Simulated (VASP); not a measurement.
Input:

```
CELL_PARAMETERS angstrom
      3.72830     0.00000     0.00000
      0.00000     3.72830     0.00000
      0.00000     0.00000     3.72830
ATOMIC_POSITIONS crystal
  Y  0.00000 0.00000 0.00000
  Te 0.50000 0.50000 0.50000
```

Level of theory: PBEsol GGA, VASP's PBE PAW potentials (set 64) (plane waves; VASP). Run with 400 eV cut-off, Gaussian smearing of 0.050 eV, potentials Y_sv Te.

Unless said otherwise, spin-orbit coupling is left out, though it shifts the bands of the heavy elements here.

Task: Predict the band gap (along the path) with the smallest direct gap where there is one.

Result: 
- band gap (along the path) = none (metal, semimetal or under 0.01 eV)

The absolute energy has meaning only against runs of the same code, potentials and settings.

The structure was generated: YTe was put into the CsCl type type (Pm-3m), which need not be its known phase. It was relaxed first, which changed the volume by -33 %. The electron count is odd and the run is not spin-polarised, which forces a metal.
